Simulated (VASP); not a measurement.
Consider the following.

```yaml
crystal:
  lattice:
    - [0.00000, 2.03747, 2.03747]
    - [2.03747, 0.00000, 2.03747]
    - [2.03747, 2.03747, 0.00000]
  atoms:
    - { symbol: Au, position: [0.00000, 0.00000, 0.00000] }
```

The numbers are results of AM05 GGA, VASP's PBE PAW potentials (set 64) (plane waves; VASP 6.6.1), not measurements. Numerical set-up: 520 eV cut-off, Gaussian smearing of 0.050 eV, potentials Au.

Problem. Give the energies of bands 1 to 7 at the high-symmetry points, in eV from the Fermi level.

Solution. 
```tsv
band	Γ	X	U	L	W
1	-10.03	-7.18	-6.56	-7.43	-6.06
2	-4.76	-6.85	-5.93	-4.79	-5.25
3	-4.76	-2.04	-3.91	-4.79	-5.25
4	-4.76	-1.67	-2.93	-2.00	-3.38
5	-3.21	-1.67	-2.13	-2.00	-1.67
6	-3.21	0.91	3.81	-1.10	4.71
7	14.43	5.78	4.62	3.06	6.25
```

It has no gap at this level: it comes out as a metal or semimetal.

The compound is Au in the fcc structure. It was relaxed first.
